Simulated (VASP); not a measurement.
# Ca2ZrN2 (Cmmm) in VASP: a series of runs

The runs below take Ca2ZrN2 through relaxation of cell and atoms, with PBE.

Everything below comes from runs of VASP 6.6.1. Logs are shortened: lines on timing, memory, paths and dates and some standing lists are left out, and cuts for length are marked.

**1. The crystal as given**

Symmetry: Cmmm, No. 65, orthorhombic system. The conventional cell has a = 5.629 Å, b = 6.288 Å, c = 5.701 Å, α = 90.00°, β = 90.00°, γ = 90.00°. Ca (site symmetry mmm) is surrounded by 4 N at 2.11 Å. Ca (site symmetry mmm) is surrounded by 2 Zr at 2.85 Å. Around Zr (site symmetry mmm) lie 4 N at 2.11 Å. N (site symmetry 2/m) is surrounded by 2 Ca at 2.11 Å and 2 Zr at 2.11 Å.

The cell was built by a generator and needn't be a form met in nature.

**2. Relaxation of cell and atoms, PBE**

Input file INCAR:

```
SYSTEM = Ca2ZrN2
ALGO = Fast ; EDIFF = 1E-4
EDIFFG = -0.08 ; ENCUT = 520
GGA = PE ; IBRION = 2
ISIF = 3 ; ISMEAR = 0
KPAR = 2 ; LASPH = .TRUE.
LCHARG = .FALSE. ; LREAL = .FALSE.
LWAVE = .FALSE. ; NELM = 60
NSW = 24 ; PREC = Normal
SIGMA = 0.15
```

Input file KPOINTS:

```
k-points
0
G
  3 3 3
  0 0 0
```

Input file POSCAR:

```
Ca2ZrN2
1.0
    2.8142897300     -3.1437839100      0.0000000000
    2.8142897300      3.1437839100      0.0000000000
    0.0000000000      0.0000000000      5.7005092500
Ca Zr N
2 1 2
Direct
    0.5000000000      0.5000000000      0.0000000000
    0.0000000000      0.0000000000      0.5000000000
    0.0000000000      0.0000000000      0.0000000000
    0.0000000000      0.5000000000      0.0000000000
    0.5000000000      0.0000000000      0.0000000000
```

Potentials or basis: VASP PAW PBE potentials, release 64 (Ca_sv, Zr_sv, N).

Started as:

```console
$ cat potpaw_PBE.64/Ca_sv/POTCAR potpaw_PBE.64/Zr_sv/POTCAR potpaw_PBE.64/N/POTCAR > POTCAR
$ mpirun -np 2 vasp_std > vasp.out
```

OUTCAR:

```text
SYSTEM = Ca2ZrN2
   EDIFF = 1E-4
   EDIFFG = -0.08
   ENCUT = 520
   GGA = PE
   IBRION = 2
   ISIF = 3
   ISMEAR = 0
   LASPH = .TRUE.
   LREAL = .FALSE.
   NELM = 60
   NSW = 24
   PREC = Normal

 ion  position               nearest neighbor table
   1  0.500  0.500  0.000-   4 2.11   5 2.11   5 2.11   4 2.11   3 2.81   3 2.81   3 3.14   3 3.14

   2  0.000  0.000  0.500-   3 2.85   3 2.85
   3  0.000  0.000  0.000-   4 2.11   5 2.11   4 2.11   5 2.11   1 2.81   1 2.81   2 2.85   2 2.85
                             1 3.14   1 3.14
   4  0.000  0.500  0.000-   1 2.11   3 2.11   3 2.11   1 2.11
   5  0.500  0.000  0.000-   1 2.11   3 2.11   1 2.11   3 2.11

  LATTYP: Found a base centered orthorhombic cell.
 ALAT       =     5.6285794600
 B/A-ratio  =     1.1170789832
 C/A-ratio  =     1.0127793861

  Lattice vectors:

 A1 = (   2.8142897300,  -3.1437839100,   0.0000000000)
 A2 = (   2.8142897300,   3.1437839100,   0.0000000000)
 A3 = (   0.0000000000,   0.0000000000,   5.7005092500)

Analysis of symmetry for initial positions (statically):
=====================================================================
 Subroutine PRICEL returns:
 Original cell was already a primitive cell.

 Routine SETGRP: Setting up the symmetry group for a
 base centered orthorhombic supercell.

 Subroutine GETGRP returns: Found  8 space group operations
 (whereof  8 operations were pure point group operations)
 out of a pool of  8 trial point group operations.

The static configuration has the point symmetry D_2h.

Analysis of symmetry for dynamics (positions and initial velocities):
=====================================================================
 Subroutine PRICEL returns:
 Original cell was already a primitive cell.

 Routine SETGRP: Setting up the symmetry group for a
 base centered orthorhombic supercell.

 Subroutine GETGRP returns: Found  8 space group operations
 (whereof  8 operations were pure point group operations)
 out of a pool of  8 trial point group operations.

The dynamic configuration has the point symmetry D_2h.

 Subroutine INISYM returns: Found  8 space group operations
 (whereof  8 operations are pure point group operations),
 and found     1 'primitive' translations

----------------------------------------------------------------------------------------

                                     Primitive cell

  volume of cell :     100.8707

  direct lattice vectors                    reciprocal lattice vectors
     2.814289730 -3.143783910  0.000000000     0.177664721 -0.159044010  0.000000000
     2.814289730  3.143783910  0.000000000     0.177664721  0.159044010  0.000000000
     0.000000000  0.000000000  5.700509250     0.000000000  0.000000000  0.175422924

  length of vectors
     4.219431710  4.219431710  5.700509250     0.238452826  0.238452826  0.175422924

  position of ions in fractional coordinates (direct lattice)
     0.500000000  0.500000000  0.000000000
     0.000000000  0.000000000  0.500000000
     0.000000000  0.000000000  0.000000000
     0.000000000  0.500000000  0.000000000
     0.500000000  0.000000000  0.000000000

  ion indices of the primitive-cell ions
   primitive index   ion index
                 1           1
                 2           2
                 3           3
                 4           4
                 5           5

----------------------------------------------------------------------------------------

 KPOINTS: k-points

Automatic generation of k-mesh.
 Grid dimensions read from file:
 generate k-points for:    3    3    3

 Generating k-lattice:

  Cartesian coordinates                     Fractional coordinates (reciprocal lattice)
     0.059221574 -0.053014670  0.000000000     0.333333333  0.000000000  0.000000000
     0.059221574  0.053014670  0.000000000     0.000000000  0.333333333  0.000000000
     0.000000000  0.000000000  0.058474308     0.000000000  0.000000000  0.333333333

  Length of vectors
     0.079484275  0.079484275  0.058474308

  Shift w.r.t. Gamma in fractional coordinates (k-lattice)
     0.000000000  0.000000000  0.000000000

 Subroutine IBZKPT returns following result:
 ===========================================

 Found      8 irreducible k-points:

 Following reciprocal coordinates:
            Coordinates               Weight
  0.000000  0.000000  0.000000      1.000000
  0.333333  0.000000  0.000000      4.000000
  0.333333  0.333333  0.000000      2.000000
 -0.333333  0.333333  0.000000      2.000000
  0.000000  0.000000  0.333333      2.000000
  0.333333  0.000000  0.333333      8.000000
  0.333333  0.333333  0.333333      4.000000
 -0.333333  0.333333  0.333333      4.000000
   k-points           NKPTS =      8   k-points in BZ     NKDIM =      8   number of bands    NBANDS=     25
   number of dos      NEDOS =    301   number of ions     NIONS =      5
   total plane-waves  NPLWV =  18432
   dimension x,y,z NGX =    24 NGY =   24 NGZ =   32
   dimension x,y,z NGXF=    48 NGYF=   48 NGZF=   64
   ions per type =               2   1   2
   NGX,Y,Z   is equivalent  to a cutoff of   9.46,  9.46,  9.33 a.u.
   NGXF,Y,Z  is equivalent  to a cutoff of  18.91, 18.91, 18.66 a.u.
 SYSTEM =  Ca2ZrN2
   PREC   = normal    normal or accurate (medium, high low for compatibility)
   ISTART =      0    job   : 0-new  1-cont  2-samecut
   ICHARG =      2    charge: 1-file 2-atom 10-const
   ISPIN  =      1    spin polarized calculation?
   LNONCOLLINEAR =      F non collinear calculations
   LSORBIT =      F    spin-orbit coupling
   LASPH  =      T    aspherical Exc in radial PAW
   ENCUT  =  520.0 eV  38.22 Ry    6.18 a.u.   7.85  7.85 10.60*2*pi/ulx,y,z
   NELM   =     60;   NELMIN=  2; NELMDL= -5     # of ELM steps
   EDIFF  = 0.1E-03   stopping-criterion for ELM
   LREAL  =      F    real-space projection
   EDIFFG = -.8E-01   stopping-criterion for IOM
   NSW    =     24    number of steps for IOM
   IBRION =      2    ionic relax: 0-MD 1-quasi-New 2-CG
   NFREE  =      1    steps in history (QN), initial steepest desc. (CG)
   ISIF   =      3    stress and relaxation
   ISYM   =      2    0-nonsym 1-usesym 2-fastsym
   POTIM  = 0.5000    time-step for ionic-motion
   TEBEG  =    0.0;   TEEND  =   0.0 temperature during run
   PSTRESS=    0.0 pullay stress
   NELECT =      42.0000    total number of electrons
   NUPDOWN=      -1.0000    fix difference up-down
   EMIN   =  10.00;   EMAX   =-10.00  energy-range for DOS
   EFERMI =   0.00;   METHOD = LEGACY
   ISMEAR =     0;   SIGMA  =   0.15  broadening in eV -4-tet -1-fermi 0-gaus
   EFERMI_NEDOS =   21; number of points for ismear=-14 and -15
   IALGO  =     68    algorithm
   IMIX   =      4    mixing-type and parameters
     AMIX     =   0.40;   BMIX     =  1.00
     AMIX_MAG =   1.60;   BMIX_MAG =  1.00
  volume/ion in A,a.u.               =      20.17       136.14
  Fermi-wavevector in a.u.,A,eV,Ry     =   1.222464  2.310123 20.332807  1.494419
  Thomas-Fermi vector in A             =   2.357610
   LORBIT       =      0    0 simple, 1 ext, 2 COOP (PROOUT), +10 PAW based schemes
   GGA     = PE    functional components
   LHFCALC =     F    Hartree Fock is set to
   AEXX    =    0.0000 exact exchange contribution
   IVDW    =     0    specifies the selected vdW correction
   LEPSILON=     F    determine dielectric tensor
   LRPA    =     F    only Hartree local field effects (RPA)
 conjugate gradient relaxation of ions
 non-spin polarized calculation
 RMM-DIIS sequential band-by-band and
 Gauss-broadening in eV      SIGMA  =   0.15
  energy-cutoff  :      520.00
  volume of cell :      100.87
 maximum number of plane-waves:      2734
   NGX = 15   NGY = 15   NGZ = 21

--------------------------------------- Ionic step        1  -------------------------------------------

 number of electron      41.9999991 magnetization

 Free energy of the ion-electron system (eV)
  ---------------------------------------------------
  ext. energy  EPLUGINS =         0.00000000
  ---------------------------------------------------
  free energy    TOTEN  =       -28.70867911 eV

  energy without entropy =      -28.67400426  energy(sigma->0) =      -28.69134168

 E-fermi :   4.3236     XC(G=0):  -9.2645

 val. band max:        4.3157419718   @ k =   0.3333   0.0000   0.0000
 cond. band min:       4.4509065318   @ k =   0.3333   0.3333   0.0000
 fundamental gap:      0.1351645600
 Fermi energy:         4.3236211367

 k-point     1 :       0.0000    0.0000    0.0000
  band No.  band energies     occupation
      1     -43.6071      2.00000
      2     -37.9097      2.00000
      3     -33.5935      2.00000
      4     -22.1324      2.00000
      5     -21.9500      2.00000
      6     -21.7427      2.00000
[... 323 lines left out ...]
  FREE ENERGIE OF THE ION-ELECTRON SYSTEM (eV)
  ---------------------------------------------------
  free  energy   TOTEN  =       -30.4757381029 eV

  energy  without entropy=      -30.4520843044  energy(sigma->0) =      -30.46391120

[... ionic steps 4 to 8 ...]

--------------------------------------- Ionic step        9  -------------------------------------------

 number of electron      41.9999989 magnetization

------------------------ aborting loop because EDIFF is reached ----------------------------------------

  FORCE on cell =-STRESS in cart. coord.  units (eV):
  Direction    XX          YY          ZZ          XY          YZ          ZX
  --------------------------------------------------------------------------------------
  -------------------------------------------------------------------------------------
  Total        0.7509959      1.0031423      0.5799739     -0.0000000      0.0000000      0.0000000
  in kB        9.2579575     12.3663109      7.1496714     -0.0000000      0.0000000      0.0000000
  external PRESSURE =       9.5913133 kB  Pullay stress =       0.0000000 kB
[... 63 lines left out ...]
  energy  without entropy=      -30.8001815566  energy(sigma->0) =      -30.81913230

--------------------------------------- Ionic step       11  -------------------------------------------

 number of electron      41.9999974 magnetization

 Free energy of the ion-electron system (eV)
  ---------------------------------------------------
  ext. energy  EPLUGINS =         0.00000000
  ---------------------------------------------------
  free energy    TOTEN  =       -30.83989151 eV

  energy without entropy =      -30.80128929  energy(sigma->0) =      -30.82059040

 E-fermi :   2.7894     XC(G=0):  -8.2192

 val. band max:        2.7807727567   @ k =   0.0000   0.0000   0.3333
 cond. band min:       2.8364433417   @ k =   0.3333   0.0000   0.0000
 fundamental gap:      0.0556705850
 Fermi energy:         2.7893514834

 k-point     1 :       0.0000    0.0000    0.0000
  band No.  band energies     occupation
      1     -45.8802      2.00000
      2     -40.2010      2.00000
      3     -35.6660      2.00000
      4     -24.1296      2.00000
      5     -23.8647      2.00000
      6     -23.8545      2.00000
[... 245 lines left out ...]
  FREE ENERGIE OF THE ION-ELECTRON SYSTEM (eV)
  ---------------------------------------------------
  free  energy   TOTEN  =       -30.8398915052 eV

  energy  without entropy=      -30.8012892876  energy(sigma->0) =      -30.82059040

 reached required accuracy - stopping structural energy minimisation
```

Wall time 50 s (2 MPI ranks of Intel Xeon Platinum 8488C (Sapphire Rapids), shared host); peak memory 0.15 GiB.

Results:

```
Free energy                            : -30.8399 eV
Relaxed volume                         : 26.34 Å³/atom
Relaxed cell                           : a = 4.511 Å, b = 4.511 Å, c = 6.473 Å, α = 90.00°, β = 90.00°, γ = 90.40°
Space group after relaxing (to 0.05 Å) : Cmmm (No. 65)
Energy gained by relaxing              : 426.2 meV/atom
Ionic steps                            : 11
Pressure after relaxing                : 0.0 GPa
Band gap on the k mesh                 : none (metal or under the smearing width)
```

The path:
```csv
step,energy change (eV),largest force (eV/Å),pressure (GPa),volume (Å³)
1,0.0000,0.0000,24.83,100.87
2,-0.1352,0.0000,-10.16,153.05
3,-1.7671,0.0000,0.73,123.35
4,-1.7687,0.0000,0.53,124.07
5,-2.0891,0.0000,0.03,128.73
6,-2.0989,0.0000,-0.04,129.75
7,-2.1261,0.0000,0.71,129.94
8,-2.1264,0.0000,0.91,129.95
9,-2.1264,0.0000,0.96,129.97
10,-2.1294,0.0000,-0.38,132.90
11,-2.1312,0.0000,-0.02,131.70
```

Final structure:
```yaml
crystal:
  lattice:
    - [3.17847, -3.20060, 0.00000]
    - [3.17847, 3.20060, 0.00000]
    - [0.00000, 0.00000, 6.47318]
  atoms:
    - { symbol: Ca, position: [0.50000, 0.50000, 0.00000] }
    - { symbol: Ca, position: [0.00000, 0.00000, 0.50000] }
    - { symbol: Zr, position: [0.00000, 0.00000, 0.00000] }
    - { symbol: N, position: [0.00000, 0.50000, 0.00000] }
    - { symbol: N, position: [0.50000, 0.00000, 0.00000] }
```

Levels at points of the mesh, in eV from the Fermi level:
```csv
k point,band 17,band 18,band 19,band 20,band 21,band 22,band 23,band 24,band 25
"(0.00, 0.00, 0.00)",-1.21,-1.18,-0.80,-0.05,-0.02,-0.01,0.56,0.59,0.85
```

Caveat: the k mesh is coarse (spacing up to 0.50 Å⁻¹), so the values aren't converged; the volume moved by over 15 % at a fixed basis, so the end points are rough; the relaxation stopped at a loose force limit of 0.08 eV/Å, so its end isn't a converged minimum.

**3. Relaxation of cell and atoms, PBE**

This run uses another cell than the first one, of 16.32 Å³/atom, 0.809 times its volume.

INCAR is that of step 2.

Input file KPOINTS:

```
k-points
0
G
  5 5 5
  0 0 0
```

Input file POSCAR:

```
Ca2ZrN2
1.0
   -1.6950000000      2.1650000000      5.5600000000
    1.6950000000     -2.1650000000      5.5600000000
    1.6950000000      2.1650000000     -5.5600000000
Ca Zr N
2 1 2
Direct
    0.7860000000      0.2860000000      0.5000000000
    0.2140000000      0.7140000000      0.5000000000
    0.5000000000      0.0000000000      0.5000000000
    0.3560000000      0.3560000000      0.0000000000
    0.6440000000      0.6440000000      0.0000000000
```

Potentials or basis: VASP PAW PBE potentials, release 64 (Ca_sv, Zr_sv, N).

Started as:

```console
$ cat potpaw_PBE.64/Ca_sv/POTCAR potpaw_PBE.64/Zr_sv/POTCAR potpaw_PBE.64/N/POTCAR > POTCAR
$ mpirun -np 2 vasp_std > vasp.out
```

Wall time 3.4 min (2 MPI ranks of Intel Xeon Platinum 8488C (Sapphire Rapids), shared host); peak memory 0.25 GiB.

Results (log left out):

| Property | Result |
| --- | --- |
| Free energy | -34.3323 eV |
| Relaxed volume | 17.31 Å³/atom |
| Relaxed cell | a = 5.985 Å, b = 5.985 Å, c = 5.985 Å, α = 148.05°, β = 129.64°, γ = 60.89° |
| Space group after relaxing (to 0.05 Å) | Immm (No. 71) |
| Energy gained by relaxing | 339.0 meV/atom |
| Ionic steps | 17 |
| Pressure after relaxing | -0.1 GPa |
| Largest force after relaxing | 0.043 eV/Å |
| Band gap on the k mesh | none (metal or under the smearing width) |

Forces on the atoms (eV/Å):
```
Ca   0.000  0.000  0.043
Ca   0.000  0.000 -0.043
Zr   0.000  0.000  0.000
N    0.000  0.000  0.015
N    0.000  0.000 -0.015
```

Stress tensor (GPa, compression positive):
```
 0.01  0.00  0.00
 0.00 -0.38  0.00
 0.00  0.00 -0.01
```

Step by step:
```csv
step,energy change (eV),largest force (eV/Å),pressure (GPa),volume (Å³)
1,0.0000,2.1479,8.44,81.61
2,-0.9476,1.1444,-4.27,91.96
3,-0.9592,1.0458,-5.30,93.47
4,-1.2627,1.5696,2.10,88.24
5,-1.2633,1.6148,2.26,88.09
6,-1.5494,0.9369,1.41,87.70
7,-1.6513,0.1776,0.57,87.17
8,-1.6527,0.2726,0.64,87.23
9,-1.6844,0.1446,-1.76,88.10
10,-1.6882,0.0683,-1.16,87.89
11,-1.6936,0.0988,0.46,86.42
12,-1.6939,0.0941,0.32,86.69
13,-1.6937,0.0900,0.03,86.88
14,-1.6938,0.0911,-0.28,86.85
15,-1.6939,0.0893,-0.01,86.75
16,-1.6939,0.0935,-0.14,86.73
17,-1.6950,0.0435,-0.13,86.57
```

Final structure:
```xyz
5
Lattice="-1.6472 2.5463 5.1599 1.6472 -2.5463 5.1599 1.6472 2.5463 -5.1599" Properties=species:S:1:pos:R:3 pbc="T T T"
Ca    0.0000    2.5463    3.3196
Ca    1.6472    0.0000    1.8403
Zr    0.0000    2.5463    0.0000
N     0.0000    0.0000    3.6619
N     0.0000    0.0000    6.6579
```

Levels at points of the mesh, in eV from the Fermi level:
```
           k point  band 19  band 20  band 21  band 22  band 23  band 24
(0.00, 0.00, 0.00)    -2.31    -2.04    -1.52     1.53     1.55     2.16
```

Caveat: the k mesh is coarse (spacing up to 0.47 Å⁻¹), so the values aren't converged; the relaxation stopped at a loose force limit of 0.08 eV/Å, so its end isn't a converged minimum.
